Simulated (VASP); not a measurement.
Input:

```xyz
1
Lattice="0.0000 2.0773 2.0773 2.0773 0.0000 2.0773 2.0773 2.0773 0.0000" Properties=species:S:1:pos:R:3 pbc="T T T"
Au     0.0000     0.0000     0.0000
```

These are PBE GGA, VASP's PBE PAW potentials (set 64) (plane waves; VASP) values and carry that method's errors. Numerical set-up: 520 eV cut-off, Gaussian smearing of 0.050 eV, potentials Au.

Question: Give the energies of bands 1 to 7 at the high-symmetry points, in eV from the Fermi level.

Answer: 
```csv
band,Γ,X,U,L,W
1,-9.37,-6.65,-6.09,-6.90,-5.62
2,-4.47,-6.36,-5.50,-4.50,-4.88
3,-4.47,-2.03,-3.66,-4.50,-4.88
4,-4.47,-1.69,-2.81,-1.99,-3.21
5,-3.08,-1.69,-2.10,-1.99,-1.69
6,-3.08,1.12,3.64,-0.76,4.41
7,14.54,5.33,4.51,2.77,6.10
```

It has no gap at this level: it comes out as a metal or semimetal.

The compound is Au in the fcc structure. It was relaxed first, which changed the volume by +6 %.
